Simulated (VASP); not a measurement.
Given:

```yaml
crystal:
  lattice:
    - [1.58475, -2.74487, 0.00000]
    - [1.58475, 2.74487, 0.00000]
    - [0.00000, 0.00000, 5.05264]
  atoms:
    - { symbol: Mg, position: [0.33333, 0.66667, 0.25000] }
    - { symbol: Mg, position: [0.66667, 0.33333, 0.75000] }
```

The numbers are results of PBE GGA with D3 dispersion (zero damping), VASP's PBE PAW potentials (set 64) (plane waves; VASP), not measurements. Numerical set-up: 520 eV cut-off, Gaussian smearing of 0.050 eV, potentials Mg.

What does the run give for the band gap (along the path) with the smallest direct gap where there is one?

The band gap (along the path) is none (metal, semimetal or under 0.01 eV).

The absolute energy has meaning only against runs of the same code, potentials and settings.

The compound is Mg in the hcp structure. It was relaxed first, which changed the volume by -5 %.
